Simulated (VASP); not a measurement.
A convergence study with VASP on CsPbBr3 (space group no. 221 when undisturbed): one setting is varied, all else stays as given below, so the limit is that of these other settings. One atom is moved off its site, so that forces are finite.

```xyz
5
Lattice="5.8407 0.0000 0.0000 0.0000 5.8407 0.0000 0.0000 0.0000 5.8407" Properties=species:S:1:pos:R:3 pbc="T T T"
Cs     0.0000     0.0000     0.0500
Pb     2.9203     2.9203     2.9203
Br     2.9203     0.0000     2.9203
Br     0.0000     2.9203     2.9203
Br     2.9203     2.9203     0.0000
```

Method: LDA (Ceperley-Alder, Perdew-Zunger), VASP's LDA PAW potentials (set 64) (plane waves; VASP). The tightest run used: 720 eV cut-off, 4×4×4 Γ-centred mesh, Fermi-Dirac smearing of 0.010 eV, potentials Cs_sv Pb_d Br.

Unless said otherwise, spin-orbit coupling is left out, though it shifts the bands of the heavy elements here. Gaps are read on the run's mesh, which can miss a band edge.

Problem. The settings run are ENCUT = 105; ENCUT = 120; ENCUT = 135; ENCUT = 150; ENCUT = 165; ENCUT = 180; ENCUT = 210; ENCUT = 240; ENCUT = 270; ENCUT = 330; ENCUT = 360; ENCUT = 405; ENCUT = 450; ENCUT = 525; ENCUT = 600; ENCUT = 720. From which on does the energy per atom stay within 0.002 eV/atom of the tightest run?

Solution. From ENCUT = 240 on: it is off by 0.0016 there and by no more than 0.002 in any finer run, while ENCUT = 210 is off by 0.0087.
```
setting      E (eV/atom)  pressure (GPa)  largest force (eV/Å)  gap on the mesh (eV)  plane waves  difference judged (eV/atom)
-----------  -----------  --------------  --------------------  --------------------  -----------  ---------------------------
ENCUT = 105      15.1052         -390.32                 0.039                 1.114          500                      18.6635
ENCUT = 120       4.2140         -215.33                 0.012                 1.458          624                       7.7723
ENCUT = 135      -0.5729         -111.26                 0.014                 1.374          739                       2.9854
ENCUT = 150      -2.3575          -57.13                 0.009                 1.359          847                       1.2008
ENCUT = 165      -3.1576          -27.84                 0.007                 1.319          972                       0.4008
ENCUT = 180      -3.4314          -13.80                 0.007                 1.294         1108                       0.1270
ENCUT = 210      -3.5496           -3.25                 0.008                 1.289         1406                       0.0087
ENCUT = 240      -3.5567           -1.02                 0.008                 1.288         1743                       0.0016
ENCUT = 270      -3.5575           -0.75                 0.008                 1.287         2022                       0.0008
ENCUT = 330      -3.5579           -0.81                 0.008                 1.288         2800                       0.0005
ENCUT = 360      -3.5579           -0.77                 0.008                 1.287         3136                       0.0004
ENCUT = 405      -3.5582           -0.71                 0.008                 1.287         3743                       0.0001
ENCUT = 450      -3.5583           -0.69                 0.008                 1.288         4385                       0.0000
ENCUT = 525      -3.5583           -0.69                 0.008                 1.288         5520                       0.0000
ENCUT = 600      -3.5583           -0.68                 0.008                 1.288         6704                       0.0000
ENCUT = 720      -3.5583           -0.68                 0.008                 1.288         8778                       0.0000
```

Left out are rungs that failed or repeat a setting and relaxations that didn't move; long series are thinned to 24 rows.

The structure is a typed CsPbBr3 crystal (space group no. 221). The cell was not relaxed at this level, it is distorted from the ideal structure.
